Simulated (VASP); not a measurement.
Data:

```xyz
1
Lattice="-2.0247 2.0247 2.0247 2.0247 -2.0247 2.0247 2.0247 2.0247 -2.0247" Properties=species:S:1:pos:R:3 pbc="T T T"
Sm     0.0000     0.0000     0.0000
```

These are r2SCAN meta-GGA, VASP's PBE PAW potentials (set 64) (plane waves; VASP) values and carry that method's errors. Run with 400 eV cut-off, 11×11×11 Γ-centred mesh, first-order Methfessel-Paxton smearing of 0.10 eV, potentials Sm_3.

The 4f electrons are frozen in the core of the lanthanide potential, so 4f levels, which can set the real gap, and their magnetism are missing. Energy and stress use the plane-wave basis of the starting cell.

### Question
The ions, cell shape and volume are relaxed. Predict the relaxed structure.

### Answer

```xyz
1
Lattice="-2.0467 2.0467 2.0467 2.0467 -2.0467 2.0467 2.0467 2.0467 -2.0467" Properties=species:S:1:pos:R:3 pbc="T T T"
Sm     0.0000     0.0000     0.0000
```
Space group Im-3m (229), at a tolerance of 0.03 Å.

### Question
How do energy and volume change from the first to the last step?

### Answer
The energy (σ→0) changes by -4.0 meV/atom and the volume by +3.3 %, in 3 ionic steps.

The structure was generated: Sm was put into the bcc type (Im-3m), which need not be its known phase. This run relaxes it. Symmetry was kept, so distortions that lower it aren't found.
